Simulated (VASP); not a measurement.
Input:

```
CdS
1.0
    2.11140    -3.65705     0.00000
    2.11140     3.65705     0.00000
    0.00000     0.00000     6.85440
Cd S
2 2
Direct
  0.66667   0.33333   0.50000
  0.33333   0.66667   0.00000
  0.66667   0.33333   0.87700
  0.33333   0.66667   0.37700
```

Calculation: PBE GGA, VASP's PBE PAW potentials (set 64) (plane waves; VASP). Numerical set-up: 400 eV cut-off, 5×5×3 Γ-centred mesh, Gaussian smearing of 0.050 eV, potentials Cd S.

Estimate the energy per atom (σ→0).

```
Item                                    Value
---------------------  ----------------------
energy per atom (σ→0)  -296.3 kJ/mol of atoms
```

The absolute energy has meaning only against runs of the same code, potentials and settings.

The compound is CdS in the wurtzite structure. The cell was not relaxed at this level.
